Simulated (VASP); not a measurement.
# TaW: single point with PBEsol+U

The system is TaW, a slab with vacuum.

```
W Ta
1.0
     2.81563    0.00000    0.00000
    -0.96495    2.64512    0.00000
     0.00000    0.00000   26.30350
W Ta
3 3
Direct
  0.50000 0.50000 0.28513
  0.50000 0.50000 0.45703
  0.50000 0.50000 0.62892
  0.00000 0.00000 0.37108
  0.00000 0.00000 0.54297
  0.00000 0.00000 0.71487
```

```yaml
Program: VASP 6.6.1
Task: single point
Functional: PBEsol
Potentials_or_basis: VASP PAW PBE potentials, release 64 (W_sv, Ta_pv)
Cutoff: 520 eV
k_mesh: 7 × 7 × 1
Occupations: fermi-dirac, width 0.05 eV
Spin: no spin polarisation
Hubbard_terms: Ta d U = 2 eV, W d U = 2 eV
Dipole_correction: yes
Further_INCAR_settings: ALGO = Normal; EDIFF = 1e-07; NBANDS = 46
```

| Item | Value |
| --- | --- |
| Largest force | 0.455 eV/Å |
| Band gap on the k mesh | none (metal or under the smearing width) |

Forces in eV/Å, atoms in the order of the input:
```
W    0.000  0.000  0.338
W    0.000  0.000  0.077
W    0.000  0.000  0.426
Ta   0.000  0.000 -0.455
Ta   0.000  0.000 -0.130
Ta   0.000  0.000 -0.255
```

Levels at points of the mesh, in eV from the Fermi level:
```csv
k point,band 34,band 35,band 36,band 37,band 38,band 39,band 40,band 41
"(0.00, 0.00, 0.00)",-0.36,-0.21,0.00,0.04,0.08,0.24,0.45,0.75
```

Eigenvalues of the final occupation matrices:
| site | spin | trace | eigenvalues |
| --- | --- | --- | --- |
| site 1 d | 1 | 1.64 | 0.25 0.28 0.35 0.36 0.41 |
| site 1 d | 2 | 1.64 | 0.25 0.28 0.35 0.36 0.41 |
| site 2 d | 1 | 1.68 | 0.25 0.26 0.37 0.39 0.41 |
| site 2 d | 2 | 1.68 | 0.25 0.26 0.37 0.39 0.41 |
| site 3 d | 1 | 1.67 | 0.24 0.26 0.37 0.39 0.41 |
| site 3 d | 2 | 1.67 | 0.24 0.26 0.37 0.39 0.41 |
| site 4 d | 1 | 1.21 | 0.18 0.18 0.28 0.28 0.29 |
| site 4 d | 2 | 1.21 | 0.18 0.18 0.28 0.28 0.29 |
| site 5 d | 1 | 1.21 | 0.18 0.19 0.27 0.28 0.29 |
| site 5 d | 2 | 1.21 | 0.18 0.19 0.27 0.28 0.29 |
| site 6 d | 1 | 1.18 | 0.18 0.19 0.24 0.27 0.30 |
| site 6 d | 2 | 1.18 | 0.18 0.19 0.24 0.27 0.30 |

Wall time 4.3 min on 1 thread of Intel(R) Xeon(R) Platinum 8488C (Sapphire Rapids), on a shared host, peak memory 0.38 GiB.

Caveat: the PAW data sets were made with another functional, which shifts forces and pressure a little; U without spin polarisation on a metal has little footing; the U is typed as a test and isn't derived for this compound. Spin-orbit coupling is left out, which matters for the levels of Ta, W.
